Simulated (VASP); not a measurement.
Given:

```
CELL_PARAMETERS angstrom
      4.64495     0.00000     0.00000
      0.00000     4.64495     0.00000
      0.00000     0.00000     3.06903
ATOMIC_POSITIONS crystal
  Mg 0.00000 0.00000 0.00000
  Mg 0.50000 0.50000 0.50000
  F  0.30278 0.30278 0.00000
  F  0.80278 0.19722 0.50000
  F  0.19722 0.80278 0.50000
  F  0.69722 0.69722 0.00000
```

The numbers are results of rev-vdW-DF2, VASP's PBE PAW potentials (set 64) (plane waves; VASP), not measurements. Numerical set-up: 520 eV cut-off, 6×6×8 Γ-centred mesh, tetrahedra with Blöchl corrections, potentials Mg F.

The cores are frozen, which limits the accuracy of field gradients.

Task: Give the principal components of the electric field gradient (V/Å²) and the asymmetry η at each nucleus.

Result: 
```
atom   Vxx   Vyy    Vzz     η
----  ----  ----  -----  ----
Mg1   -4.3  -2.1    6.3  0.35
Mg2   -4.3  -2.1    6.3  0.35
F3    31.1  16.5  -47.6  0.31
F4    31.1  16.5  -47.6  0.31
F5    31.1  16.5  -47.6  0.31
F6    31.1  16.5  -47.6  0.31
```

The compound is MgF2 in the rutile structure. It was relaxed first.
